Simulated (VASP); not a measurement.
All values below come from RPBE GGA, VASP's PBE PAW potentials (set 64) (plane waves; VASP).

A VASP calculation is set up with these files.

### INCAR
```
SYSTEM = NaCl
PREC = Accurate; ENCUT = 520; LREAL = .FALSE.
LASPH = .TRUE.; ICHARG = 11
EDIFF = 1E-7; NELM = 100; ALGO = Normal
ISMEAR = 0; SIGMA = 0.05
GGA = RP
LWAVE = .FALSE.; LCHARG = .FALSE.; LORBIT = 11
```

KPOINTS:
```
k-points along high-symmetry lines
15
Line-mode
Reciprocal
  0.000000   0.000000   0.000000 ! GAMMA
  0.500000   0.000000   0.500000 ! X

  0.500000   0.000000   0.500000 ! X
  0.625000   0.250000   0.625000 ! U

  0.375000   0.375000   0.750000 ! K
  0.000000   0.000000   0.000000 ! GAMMA

  0.000000   0.000000   0.000000 ! GAMMA
  0.500000   0.500000   0.500000 ! L

  0.500000   0.500000   0.500000 ! L
  0.500000   0.250000   0.750000 ! W

  0.500000   0.250000   0.750000 ! W
  0.500000   0.000000   0.500000 ! X
```

File POSCAR:
```
NaCl
1
    0.0000000000     2.9188453354     2.9188453354
    2.9188453354     0.0000000000     2.9188453354
    2.9188453354     2.9188453354     0.0000000000
Na Cl
1 1
Direct
  0.0000000000   0.0000000000   0.0000000000
  0.5000000000   0.5000000000   0.5000000000
```

POTCAR, in this order: Na_pv Cl (PBE.64 set). Program: vasp_std. Read from the step before: CHGCAR.

What VASP printed:

### OSZICAR
```
       N       E                     dE             d eps       ncg     rms          rms(c)
DAV:   1     0.945844611735E+02    0.94584E+02   -0.74318E+03  1983   0.126E+03
DAV:   2     0.298710889351E+01   -0.91597E+02   -0.84952E+02  2208   0.271E+02
DAV:   3    -0.593786368722E+01   -0.89250E+01   -0.88621E+01  2385   0.835E+01
DAV:   4    -0.615295666240E+01   -0.21509E+00   -0.21480E+00  2289   0.141E+01
DAV:   5    -0.615773265651E+01   -0.47760E-02   -0.47754E-02  2422   0.211E+00
DAV:   6    -0.615789340517E+01   -0.16075E-03   -0.16074E-03  2441   0.392E-01
DAV:   7    -0.615790017411E+01   -0.67689E-05   -0.67689E-05  2655   0.714E-02
DAV:   8    -0.615790042011E+01   -0.24600E-06   -0.24599E-06  2401   0.115E-02
DAV:   9    -0.615790043028E+01   -0.10170E-07   -0.10214E-07  1819   0.194E-03
   1 F= -.61579004E+01 E0= -.61579004E+01  d E =-.125263E-19
```

**OUTCAR**
```
 val. band max:       -1.1568104385   @ k =   0.0000   0.0000   0.0000

 cond. band min:       3.9002023620   @ k =   0.0000   0.0000   0.0000



 k-point     1 :       0.0000    0.0000    0.0000
  band No.  band energies     occupation
      1     -22.2242      2.00000
      2     -22.2242      2.00000
      3     -22.2242      2.00000
      4     -13.5953      2.00000
      5      -1.1568      2.00000
      6      -1.1568      2.00000
      7      -1.1568      2.00000
      8       3.9002      0.00000
      9      10.0145      0.00000
     10      10.0145      0.00000
     11      10.0145      0.00000

 k-point     2 :       0.0357    0.0000    0.0357
  band No.  band energies     occupation
      1     -22.2244      2.00000
      2     -22.2242      2.00000
      3     -22.2242      2.00000
      4     -13.5915      2.00000
      5      -1.1863      2.00000
      6      -1.1636      2.00000
      7      -1.1636      2.00000
      8       3.9524      0.00000
      9       9.9347      0.00000
     10      10.0394      0.00000
     11      10.0394      0.00000

 k-point     3 :       0.0714    0.0000    0.0714
  band No.  band energies     occupation
      1     -22.2250      2.00000
      2     -22.2244      2.00000
      3     -22.2244      2.00000
      4     -13.5803      2.00000
      5      -1.2697      2.00000
      6      -1.1834      2.00000
      7      -1.1834      2.00000
      8       4.1035      0.00000
      9       9.7228      0.00000
     10      10.1136      0.00000
     11      10.1136      0.00000

 k-point     4 :       0.1071    0.0000    0.1071
  band No.  band energies     occupation
      1     -22.2259      2.00000
      2     -22.2247      2.00000
      3     -22.2247      2.00000
      4     -13.5623      2.00000
      5      -1.3946      2.00000
      6      -1.2150      2.00000
      7      -1.2150      2.00000
      8       4.3388      0.00000
      9       9.4340      0.00000
     10      10.2349      0.00000
...
```

The density is held fixed in this step, so its total energy and stress have no physical meaning.

The compound is NaCl in the rock salt structure. It was relaxed first, which changed the volume by +11 %.
